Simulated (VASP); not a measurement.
These are PBE GGA, VASP's PBE PAW potentials (set 64) (plane waves; VASP) values and carry that method's errors.

VASP ran on this input.

**POSCAR**
```
NaF
1
    0.0000000000     2.3695095521     2.3695095521
    2.3695095521     0.0000000000     2.3695095521
    2.3695095521     2.3695095521     0.0000000000
Na F
1 1
Direct
  0.0000000000   0.0000000000   0.0000000000
  0.5000000000   0.5000000000   0.5000000000
```

KPOINTS:
```
K-points
0
gamma
  10 10 10
0 0 0
```

### INCAR
```
ALGO = Normal
EDIFF = 1E-7
ENCUT = 600
GGA = PE
ISIF = 2
ISMEAR = 0
LASPH = .True.
LCHARG = .False.
LREAL = .False.
LWAVE = .False.
NELM = 100
PREC = Accurate
SIGMA = 0.05
SYSTEM = NaF
```

POTCAR, in this order: Na_pv F (PBE.64 set). Program: vasp_std.

The run wrote:

OSZICAR:
```
       N       E                     dE             d eps       ncg     rms          rms(c)
DAV:   1     0.121179369894E+03    0.12118E+03   -0.88109E+03  1043   0.166E+03
DAV:   2    -0.205552374961E+01   -0.12323E+03   -0.11498E+03  1130   0.389E+02
DAV:   3    -0.939054401681E+01   -0.73350E+01   -0.73126E+01  1172   0.949E+01
DAV:   4    -0.947755587334E+01   -0.87012E-01   -0.86996E-01  1169   0.107E+01
DAV:   5    -0.947852343179E+01   -0.96756E-03   -0.96755E-03  1181   0.117E+00    0.542E+00
DAV:   6    -0.858045427342E+01    0.89807E+00   -0.39948E+00  1220   0.184E+01    0.191E+00
DAV:   7    -0.856749794504E+01    0.12956E-01   -0.32490E-02  1049   0.266E+00    0.106E+00
DAV:   8    -0.856865873032E+01   -0.11608E-02   -0.32136E-02  1049   0.481E+00    0.129E-01
DAV:   9    -0.856965659239E+01   -0.99786E-03   -0.44479E-03  1154   0.713E-01    0.993E-02
DAV:  10    -0.856955482747E+01    0.10176E-03   -0.61223E-04  1091   0.299E-01    0.768E-03
DAV:  11    -0.856955340282E+01    0.14247E-05   -0.18103E-05  1169   0.106E-01    0.342E-03
DAV:  12    -0.856955368069E+01   -0.27787E-06   -0.15109E-06  1091   0.276E-02    0.137E-03
DAV:  13    -0.856955325666E+01    0.42403E-06   -0.32553E-07  1067   0.698E-03    0.404E-04
DAV:  14    -0.856955326573E+01   -0.90756E-08   -0.13447E-08   628   0.244E-03
   1 F= -.85695533E+01 E0= -.85695533E+01  d E =-.251967E-16
```

### OUTCAR
```
------------------------ aborting loop because EDIFF is reached ----------------------------------------
  FORCE on cell =-STRESS in cart. coord.  units (eV):
  Direction    XX          YY          ZZ          XY          YZ          ZX
  --------------------------------------------------------------------------------------
  Total       -0.2081070     -0.2081070     -0.2081070      0.0000000      0.0000000      0.0000000
  in kB      -12.5311781    -12.5311781    -12.5311781      0.0000000      0.0000000      0.0000000
  external PRESSURE =     -12.5311781 kB  Pullay stress =       0.0000000 kB
  volume of cell :       26.61
      direct lattice vectors                 reciprocal lattice vectors
     0.000000000  2.369509552  2.369509552    -0.211014131  0.211014131  0.211014131
     2.369509552  0.000000000  2.369509552     0.211014131 -0.211014131  0.211014131
     2.369509552  2.369509552  0.000000000     0.211014131  0.211014131 -0.211014131
  FREE ENERGIE OF THE ION-ELECTRON SYSTEM (eV)
  ---------------------------------------------------
  free  energy   TOTEN  =        -8.5695532657 eV

  energy  without entropy=       -8.5695532657  energy(sigma->0) =       -8.56955327
```
(Selected blocks of OUTCAR.)

The compound is NaF in the rock salt structure. This cell was strained or had an atom moved on purpose.
